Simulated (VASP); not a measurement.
VASP input:

**KPOINTS**
```
Regular mesh
0
gamma
 6 6 6
0 0 0
```

### INCAR
```
LMAXMIX=4   # l cut-off of mixed one-centre charges
ISIF=2   # forces and stress, cell fixed
PREC=Accurate
NELM=100   # most electronic steps
ISMEAR=0
LREAL=.FALSE.
SYSTEM=InSb
LASPH=.TRUE.   # aspherical one-centre terms
LCHARG=.FALSE.
ENCUT=400
ALGO=Normal   # blocked Davidson
EDIFF=1E-6   # SCF stop (eV)
GGA=PE
LWAVE=.FALSE.
SIGMA=0.05
```

**POSCAR**
```
InSb
1.0
  0.0000000000   3.3213990000   3.2491720000
  3.2259100000   0.0000000000   3.2491720000
  3.2259100000   3.3213990000   0.0000000000
In Sb
1 1
Cart
  0.0000000000   0.0000000000   0.0000000000
  1.6340266441   1.6606995000   1.6245860000
```

POTCAR, in this order: In_d Sb (PBE.64 set). Program: vasp_std.

Write an equivalent input for Quantum ESPRESSO's pw.x.

One equivalent input (not run):
```
&CONTROL
  calculation = 'scf'
  pseudo_dir = './pseudo'
  outdir = './out'
  tprnfor = .true.
  tstress = .true.
/
&SYSTEM
  ibrav = 0
  nat = 2
  ntyp = 2
  ecutwfc = 80
  occupations = 'smearing'
  smearing = 'gaussian'
  degauss = 0.003675
  input_dft = 'pbe'
/
&ELECTRONS
  conv_thr = 7.3e-08
  electron_maxstep = 100
/
ATOMIC_SPECIES
  In 114.818 In.upf
  Sb 121.760 Sb.upf
CELL_PARAMETERS angstrom
     0.0000000    3.3213990    3.2491720
     3.2259100    0.0000000    3.2491720
     3.2259100    3.3213990    0.0000000
ATOMIC_POSITIONS crystal
  In   0.0000000  0.0000000  0.0000000
  Sb   0.2467340  0.2532660  0.2532660
K_POINTS automatic
  6 6 6 0 0 0
```
The two are equivalent in intent, not identical: the potentials are each code's own (VASP's PAW set, PseudoDojo norm-conserving files in pw.x), so ENCUT and ecutwfc are chosen apart and not converted; conv_thr bounds pw.x's estimated SCF error, while EDIFF bounds the energy change between steps.

The compound is InSb in the zinc blende structure. The cell was not relaxed at this level, atoms are displaced from their ideal sites.
